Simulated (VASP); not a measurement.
# Al2GaP3 (I-4m2) in VASP: single point with r2SCAN

Aim: the single point of Al2GaP3 with r2SCAN.

Everything below comes from runs of VASP 6.6.1. Logs are shortened: lines on timing, memory, paths and dates and some standing lists are left out, and cuts for length are marked.

## (1) The structure

The structure is tetragonal, space group I-4m2 (No. 119). Conventional cell: a = 3.895 Å, b = 3.895 Å, c = 16.509 Å, α = 90.00°, β = 90.00°, γ = 90.00°. Al (site symmetry 2mm) is surrounded by 4 P at 2.38 Å. Around Ga (site symmetry -4m2) lie 4 P at 2.39 Å. P (site symmetry 2mm) is surrounded by 2 Al at 2.38 Å and 2 Ga at 2.39 Å. P (site symmetry -4m2) has 4 Al at 2.38 Å as nearest neighbours.

The cell was built by a generator and needn't be a form met in nature.

## (2) Single point, r2SCAN

Input file INCAR:

```
PREC = Accurate ; ENCUT = 520
EDIFF = 1E-6 ; ISMEAR = 0
SIGMA = 0.03 ; LREAL = False
LASPH = True ; NELM = 150
ALGO = Normal ; ISIF = 2
LWAVE = False ; LCHARG = False
METAGGA = R2SCAN ; LMIXTAU = True
KPAR = 4
```

Input file KPOINTS:

```
regular mesh
0
Gamma
  10 10 10
```

Input file POSCAR:

```
Al2GaP3
1.0
   -1.9473900000      1.9473900000      8.2547500000
    1.9473900000     -1.9473900000      8.2547500000
    1.9473900000      1.9473900000     -8.2547500000
Al Ga P
2 1 3
Direct
    0.3333590000      0.3333590000      0.0000000000
    0.6666410000      0.6666410000      0.0000000000
    0.0000000000      0.0000000000      0.0000000000
    0.9163060000      0.4163060000      0.5000000000
    0.5836940000      0.0836940000      0.5000000000
    0.2500000000      0.7500000000      0.5000000000
```

Potentials or basis: VASP PAW PBE potentials, release 64 (Al, Ga_d, P).

On the command line:

```
cat potpaw_PBE.64/Al/POTCAR potpaw_PBE.64/Ga_d/POTCAR potpaw_PBE.64/P/POTCAR > POTCAR
mpirun -np 4 vasp_std > vasp.out
```

OUTCAR:

```text
PREC = Accurate
   ENCUT = 520
   EDIFF = 1E-6
   ISMEAR = 0
   LREAL = False
   LASPH = True
   NELM = 150
   ISIF = 2
   METAGGA = R2SCAN

 ion  position               nearest neighbor table
   1  0.333  0.333  0.000-   4 2.38   4 2.38   6 2.38   6 2.38
   2  0.667  0.667  0.000-   5 2.38   5 2.38   6 2.38   6 2.38
   3  0.000  0.000  0.000-   4 2.39   5 2.39   5 2.39   4 2.39
   4  0.916  0.416  0.500-   1 2.38   1 2.38   3 2.39   3 2.39
   5  0.584  0.084  0.500-   2 2.38   2 2.38   3 2.39   3 2.39
   6  0.250  0.750  0.500-   1 2.38   2 2.38   1 2.38   2 2.38

  LATTYP: Found a body centered tetragonal cell.
 ALAT       =     3.8947800000
 C/A-ratio  =     4.2388787043

  Lattice vectors:

 A1 = (  -1.9473900000,   1.9473900000,   8.2547500000)
 A2 = (   1.9473900000,  -1.9473900000,   8.2547500000)
 A3 = (   1.9473900000,   1.9473900000,  -8.2547500000)

Analysis of symmetry for initial positions (statically):
=====================================================================
 Subroutine PRICEL returns:
 Original cell was already a primitive cell.

 Routine SETGRP: Setting up the symmetry group for a
 body centered tetragonal supercell.

 Subroutine GETGRP returns: Found  8 space group operations
 (whereof  8 operations were pure point group operations)
 out of a pool of 16 trial point group operations.

The static configuration has the point symmetry D_2d.

Analysis of symmetry for dynamics (positions and initial velocities):
=====================================================================
 Subroutine PRICEL returns:
 Original cell was already a primitive cell.

 Routine SETGRP: Setting up the symmetry group for a
 body centered tetragonal supercell.

 Subroutine GETGRP returns: Found  8 space group operations
 (whereof  8 operations were pure point group operations)
 out of a pool of 16 trial point group operations.

The dynamic configuration has the point symmetry D_2d.

 Subroutine INISYM returns: Found  8 space group operations
 (whereof  8 operations are pure point group operations),
 and found     1 'primitive' translations

----------------------------------------------------------------------------------------

                                     Primitive cell

  volume of cell :     125.2189

  direct lattice vectors                    reciprocal lattice vectors
    -1.947390000  1.947390000  8.254750000     0.000000000  0.256753912  0.060571186
     1.947390000 -1.947390000  8.254750000     0.256753912  0.000000000  0.060571186
     1.947390000  1.947390000 -8.254750000     0.256753912  0.256753912  0.000000000

  length of vectors
     8.702043047  8.702043047  8.702043047     0.263801895  0.263801895  0.363104864

  position of ions in fractional coordinates (direct lattice)
     0.333359000  0.333359000  0.000000000
     0.666641000  0.666641000  0.000000000
     0.000000000  0.000000000  0.000000000
     0.916306000  0.416306000  0.500000000
     0.583694000  0.083694000  0.500000000
     0.250000000  0.750000000  0.500000000

  ion indices of the primitive-cell ions
   primitive index   ion index
                 1           1
                 2           2
                 3           3
                 4           4
                 5           5
                 6           6

----------------------------------------------------------------------------------------

 KPOINTS: regular mesh

Automatic generation of k-mesh.
 Grid dimensions read from file:
 generate k-points for:   10   10   10

 Generating k-lattice:

  Cartesian coordinates                     Fractional coordinates (reciprocal lattice)
     0.000000000  0.025675391  0.006057119     0.100000000  0.000000000  0.000000000
     0.025675391  0.000000000  0.006057119     0.000000000  0.100000000  0.000000000
     0.025675391  0.025675391  0.000000000     0.000000000  0.000000000  0.100000000

  Length of vectors
     0.026380189  0.026380189  0.036310486

  Shift w.r.t. Gamma in fractional coordinates (k-lattice)
     0.000000000  0.000000000  0.000000000

 Subroutine IBZKPT returns following result:
 ===========================================

 Found    102 irreducible k-points:

 Following reciprocal coordinates:
            Coordinates               Weight
  0.000000  0.000000  0.000000      1.000000
  0.100000 -0.000000  0.000000      8.000000
  0.200000 -0.000000  0.000000      8.000000
  0.300000  0.000000 -0.000000      8.000000
  0.400000  0.000000  0.000000      8.000000
  0.500000  0.000000 -0.000000      4.000000
[... 16 lines left out ...]
  0.300000  0.300000  0.000000      8.000000
  0.400000  0.300000 -0.000000     16.000000
 [... further k-points ...]
   k-points           NKPTS =    102   k-points in BZ     NKDIM =    102   number of bands    NBANDS=     21
   number of dos      NEDOS =    301   number of ions     NIONS =      6
   total plane-waves  NPLWV = 343000
   dimension x,y,z NGX =    70 NGY =   70 NGZ =   70
   dimension x,y,z NGXF=   140 NGYF=  140 NGZF=  140
   ions per type =               2   1   3
   NGX,Y,Z   is equivalent  to a cutoff of  13.37, 13.37, 13.37 a.u.
   NGXF,Y,Z  is equivalent  to a cutoff of  26.75, 26.75, 26.75 a.u.
 SYSTEM =  unknown system
   PREC   = accura    normal or accurate (medium, high low for compatibility)
   ISTART =      0    job   : 0-new  1-cont  2-samecut
   ICHARG =      2    charge: 1-file 2-atom 10-const
   ISPIN  =      1    spin polarized calculation?
   LNONCOLLINEAR =      F non collinear calculations
   LSORBIT =      F    spin-orbit coupling
   LASPH  =      T    aspherical Exc in radial PAW
   ENCUT  =  520.0 eV  38.22 Ry    6.18 a.u.  16.18 16.18 16.18*2*pi/ulx,y,z
   NELM   =    150;   NELMIN=  2; NELMDL= -5     # of ELM steps
   EDIFF  = 0.1E-05   stopping-criterion for ELM
   LREAL  =      F    real-space projection
[... 7 lines left out ...]
   TEBEG  =    0.0;   TEEND  =   0.0 temperature during run
   PSTRESS=    0.0 pullay stress
   NELECT =      34.0000    total number of electrons
   NUPDOWN=      -1.0000    fix difference up-down
   EMIN   =  10.00;   EMAX   =-10.00  energy-range for DOS
   EFERMI =   0.00;   METHOD = LEGACY
   ISMEAR =     0;   SIGMA  =   0.03  broadening in eV -4-tet -1-fermi 0-gaus
   EFERMI_NEDOS =   21; number of points for ismear=-14 and -15
   IALGO  =     38    algorithm
   IMIX   =      4    mixing-type and parameters
     AMIX     =   0.40;   BMIX     =  1.00
     AMIX_MAG =   1.60;   BMIX_MAG =  1.00
  volume/ion in A,a.u.               =      20.87       140.84
  Fermi-wavevector in a.u.,A,eV,Ry     =   1.060094  2.003288 15.290229  1.123800
  Thomas-Fermi vector in A             =   2.195463
   LORBIT       =      0    0 simple, 1 ext, 2 COOP (PROOUT), +10 PAW based schemes
   METAGGA = R2SCAN    functional components
   LHFCALC =     F    Hartree Fock is set to
   AEXX    =    0.0000 exact exchange contribution
   IVDW    =     0    specifies the selected vdW correction
   LEPSILON=     F    determine dielectric tensor
   LRPA    =     F    only Hartree local field effects (RPA)
 non-spin polarized calculation
 Gauss-broadening in eV      SIGMA  =   0.03
  energy-cutoff  :      520.00
  volume of cell :      125.22
 maximum number of plane-waves:      3406
 NGX is ok and might be reduce to    70
   NGX = 33   NGY = 33   NGZ = 33

 number of electron      34.0000001 magnetization

 Free energy of the ion-electron system (eV)
  ---------------------------------------------------
  ext. energy  EPLUGINS =         0.00000000
  ---------------------------------------------------
  free energy    TOTEN  =       -55.85366171 eV

  energy without entropy =      -55.85366171  energy(sigma->0) =      -55.85366171

 E-fermi :   4.3277     XC(G=0):  -9.8208

 val. band max:        4.1692651036   @ k =   0.0000   0.0000   0.0000
 cond. band min:       6.1148764622   @ k =   0.5000   0.5000  -0.0000
 fundamental gap:      1.9456113587
 Fermi energy:         4.3277250156

 k-point     1 :       0.0000    0.0000    0.0000
  band No.  band energies     occupation
      1     -10.5319      2.00000
      2     -10.4427      2.00000
      3     -10.4427      2.00000
      4     -10.3872      2.00000
      5     -10.3596      2.00000
      6      -8.0064      2.00000
[... 13 lines left out ...]
     20       7.2261      0.00000
     21       7.6682      0.00000

 k-point     2 :       0.1000   -0.0000    0.0000
  band No.  band energies     occupation
      1     -10.5292      2.00000
      2     -10.4472      2.00000
      3     -10.4425      2.00000
      4     -10.3857      2.00000
      5     -10.3608      2.00000
      6      -7.9224      2.00000
[... 13 lines left out ...]
     20       7.6156      0.00000
     21       8.0121      0.00000

 k-point     3 :       0.2000   -0.0000    0.0000
  band No.  band energies     occupation
      1     -10.5224      2.00000
      2     -10.4584      2.00000
      3     -10.4419      2.00000
      4     -10.3819      2.00000
      5     -10.3639      2.00000
      6      -7.6763      2.00000
[... 13 lines left out ...]
     20       8.0901      0.00000
     21       8.9837      0.00000

 k-point     4 :       0.3000    0.0000   -0.0000
  band No.  band energies     occupation
      1     -10.5154      2.00000
      2     -10.4707      2.00000
      3     -10.4412      2.00000
      4     -10.3769      2.00000
      5     -10.3676      2.00000
      6      -7.2886      2.00000
[... 13 lines left out ...]
     20       8.2041      0.00000
     21       9.2525      0.00000

 k-point     5 :       0.4000    0.0000    0.0000
  band No.  band energies     occupation
      1     -10.5120      2.00000
      2     -10.4784      2.00000
      3     -10.4407      2.00000
      4     -10.3726      2.00000
      5     -10.3707      2.00000
      6      -6.8058      2.00000
[... 13 lines left out ...]
     20       8.2252      0.00000
     21       9.1942      0.00000

 k-point     6 :       0.5000    0.0000   -0.0000
  band No.  band energies     occupation
      1     -10.5115      2.00000
      2     -10.4805      2.00000
      3     -10.4404      2.00000
      4     -10.3719      2.00000
      5     -10.3709      2.00000
      6      -6.4047      2.00000
[... 13 lines left out ...]
     20       8.1483      0.00000
     21       9.2917      0.00000

 k-point     7 :       0.1000    0.1000    0.0000
  band No.  band energies     occupation
      1     -10.5265      2.00000
      2     -10.4498      2.00000
      3     -10.4437      2.00000
      4     -10.3845      2.00000
      5     -10.3620      2.00000
      6      -7.8307      2.00000
[... 13 lines left out ...]
     20       7.8363      0.00000
     21       8.2987      0.00000
[... 291 lines left out ...]
      1     -10.5079      2.00000
      2     -10.4821      2.00000
      3     -10.4356      2.00000
      4     -10.3764      2.00000
      5     -10.3704      2.00000
      6      -6.5558      2.00000
[... 13 lines left out ...]
     20       7.8662      0.00000
     21       8.7185      0.00000

 k-point    21 :      -0.3000    0.2000    0.0000
  band No.  band energies     occupation
      1     -10.5092      2.00000
      2     -10.4761      2.00000
      3     -10.4391      2.00000
      4     -10.3743      2.00000
      5     -10.3728      2.00000
      6      -7.0188      2.00000
[... 13 lines left out ...]
     20       8.3068      0.00000
     21       8.7388      0.00000

 k-point    22 :      -0.2000    0.2000    0.0000
  band No.  band energies     occupation
      1     -10.5142      2.00000
      2     -10.4665      2.00000
      3     -10.4427      2.00000
      4     -10.3782      2.00000
      5     -10.3687      2.00000
      6      -7.3844      2.00000
[... 13 lines left out ...]
     20       8.9048      0.00000
     21       8.9501      0.00000

 k-point    23 :       0.3000    0.3000    0.0000
  band No.  band energies     occupation
      1     -10.5055      2.00000
      2     -10.4845      2.00000
      3     -10.4323      2.00000
      4     -10.3777      2.00000
      5     -10.3711      2.00000
      6      -6.5681      2.00000
[... 13 lines left out ...]
     20       8.2486      0.00000
     21       8.6320      0.00000

 k-point    24 :       0.4000    0.3000   -0.0000
  band No.  band energies     occupation
      1     -10.5047      2.00000
      2     -10.4903      2.00000
      3     -10.4258      2.00000
      4     -10.3815      2.00000
      5     -10.3682      2.00000
      6      -6.1381      2.00000
[... 13 lines left out ...]
     20       8.4269      0.00000
     21       8.6866      0.00000

 [... further k-points ...]
[... 5 lines left out ...]
  --------------------------------------------------------------------------------------
  -------------------------------------------------------------------------------------
  Total       -1.4835814     -1.4835814     -1.4959130      0.0000000      0.0000000      0.0000000
  in kB      -18.9824458    -18.9824458    -19.1402291      0.0000000      0.0000000      0.0000000
  external PRESSURE =     -19.0350402 kB  Pullay stress =       0.0000000 kB

 VOLUME and BASIS-vectors are now :
 -----------------------------------------------------------------------------
  energy-cutoff  :      520.00
  volume of cell :      125.22
      direct lattice vectors                 reciprocal lattice vectors
    -1.947390000  1.947390000  8.254750000     0.000000000  0.256753912  0.060571186
     1.947390000 -1.947390000  8.254750000     0.256753912  0.000000000  0.060571186
     1.947390000  1.947390000 -8.254750000     0.256753912  0.256753912  0.000000000

 POSITION                                       TOTAL-FORCE (eV/Angst)
 -----------------------------------------------------------------------------------
      0.00000      0.00000      5.50359        -0.000000      0.000000      0.004070
      0.00000      0.00000     11.00591        -0.000000      0.000000     -0.004070
      0.00000      0.00000      0.00000         0.000000      0.000000     -0.000000
      0.00000      1.94739      6.87300        -0.000000     -0.000000      0.049398
      0.00000      1.94739      1.38175         0.000000      0.000000     -0.049398
      1.94739      0.00000      4.12737         0.000000      0.000000     -0.000000
 -----------------------------------------------------------------------------------
    total drift:                                0.000005     -0.000005     -0.000000

  FREE ENERGIE OF THE ION-ELECTRON SYSTEM (eV)
  ---------------------------------------------------
  free  energy   TOTEN  =       -55.8536617119 eV

  energy  without entropy=      -55.8536617119  energy(sigma->0) =      -55.85366171
```

Wall time 46 min (4 MPI ranks of Intel Xeon Platinum 8488C (Sapphire Rapids), shared host); peak memory 0.95 GiB.

Results:

| Property | Result |
| --- | --- |
| Free energy | -55.8537 eV |
| Pressure | -1.9 GPa |
| Largest force | 0.049 eV/Å |
| Band gap on the k mesh | 1.95 eV, indirect (least direct gap 2.17 eV) |

Forces on the atoms (eV/Å):
```
Al   0.000  0.000  0.004
Al   0.000  0.000 -0.004
Ga   0.000  0.000  0.000
P    0.000  0.000  0.049
P    0.000  0.000 -0.049
P    0.000  0.000  0.000
```

Levels at points of the mesh, in eV from the valence-band top:
| k point | band 13 | band 14 | band 15 | band 16 | band 17 | band 18 | band 19 | band 20 | band 21 |
| --- | --- | --- | --- | --- | --- | --- | --- | --- | --- |
| (0.00, 0.00, 0.00) | -1.86 | -1.86 | -0.02 | 0.00 | 0.00 | 2.17 | 2.60 | 3.06 | 3.50 |
| (0.50, 0.00, 0.00) | -2.33 | -1.00 | -0.96 | -0.89 | -0.85 | 2.66 | 3.86 | 3.98 | 5.12 |
| (0.50, 0.50, 0.00) | -3.02 | -2.86 | -2.84 | -2.31 | -2.31 | 1.95 | 2.51 | 3.60 | 3.87 |
| (0.50, 0.50, 0.50) | -1.62 | -0.95 | -0.95 | -0.71 | -0.71 | 1.97 | 2.51 | 3.60 | 3.74 |

Caveat: the PAW data sets were made with another functional, which shifts forces and pressure a little.
